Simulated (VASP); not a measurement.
Data:

```xyz
2
Lattice="0.0000 2.9100 2.9100 2.9100 0.0000 2.9100 2.9100 2.9100 0.0000" Properties=species:S:1:pos:R:3 pbc="T T T"
Cd     0.0000     0.0000     0.0000
S      1.4550     1.4550     1.4550
```

Computed with PBE GGA, VASP's PBE PAW potentials (set 64) (plane waves; VASP). Run with 400 eV cut-off, 6×6×6 Γ-centred mesh, Gaussian smearing of 0.050 eV, potentials Cd S.

Task: Give the stress tensor in GPa (positive for a compressed cell).

Result: 
```
3.26  0.00  0.00
0.00  3.26  0.00
0.00  0.00  3.26
```
The pressure is its mean diagonal, 3.26 GPa.

The compound is CdS in the zinc blende structure, a metastable form; wurtzite is the usual one. The cell was not relaxed at this level.
